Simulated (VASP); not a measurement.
An input for Quantum ESPRESSO's pw.x (written as the equivalent of a VASP run, and not itself run):

```
&CONTROL
  calculation = 'scf'
  pseudo_dir = './pseudo'
  outdir = './out'
  tprnfor = .true.
  tstress = .true.
/
&SYSTEM
  ibrav = 0
  nat = 3
  ntyp = 2
  ecutwfc = 58
  occupations = 'tetrahedra'
  input_dft = 'pbesol'
/
&ELECTRONS
  conv_thr = 7.3e-09
  electron_maxstep = 100
/
ATOMIC_SPECIES
  Ta 180.948 Ta.upf
  S 32.060 S.upf
CELL_PARAMETERS angstrom
     1.6611507    0.9590657    6.2128437
    -1.6611507    0.9590657    6.2128437
    -0.0000000   -1.9181314    6.2128437
ATOMIC_POSITIONS crystal
  Ta   0.0000000  0.0000000  0.0000000
  S    0.2508251  0.2508251  0.2508251
  S    0.7491749  0.7491749  0.7491749
K_POINTS automatic
  12 12 12 0 0 0
```

**Question.** Write the VASP files for the same calculation (PBEsol).

**Answer.** One answer among several that fit: 
File POSCAR:
```
TaS2
1.0
  1.6611506836   0.9590657140   6.2128436570
 -1.6611506836   0.9590657140   6.2128436570
  0.0000000000  -1.9181314281   6.2128436570
Ta S
1 2
Cart
  0.0000000000   0.0000000000   0.0000000000
 -0.0000000000  -0.0000000000   4.6750105485
 -0.0000000000  -0.0000000001  13.9635204225
```

INCAR:
```
SYSTEM = TaS2
PREC = Accurate
ENCUT = 400
EDIFF = 1E-7
NELM = 100
ALGO = Normal
LREAL = .FALSE.
LASPH = .TRUE.
ISMEAR = -5
GGA = PS
LMAXMIX = 6
LWAVE = .FALSE.
LCHARG = .TRUE.
LORBIT = 11
NEDOS = 601
ISIF = 2
LEFG = .TRUE.
```

KPOINTS:
```
Regular mesh
0
G
 12 12 12
```

POTCAR, in this order: Ta_pv S (PBE.64 set). Program: vasp_std.

What does not carry over: the potentials are each code's own (VASP's PAW set, PseudoDojo norm-conserving files in pw.x), so ENCUT and ecutwfc are chosen apart and not converted; conv_thr bounds pw.x's estimated SCF error, while EDIFF bounds the energy change between steps; the field gradients of LEFG aren't asked of the other code.

The structure was generated: TaS2 was put into the CdCl2 type (R-3m), which need not be its known phase. It was relaxed first, which changed the volume by -11 %.
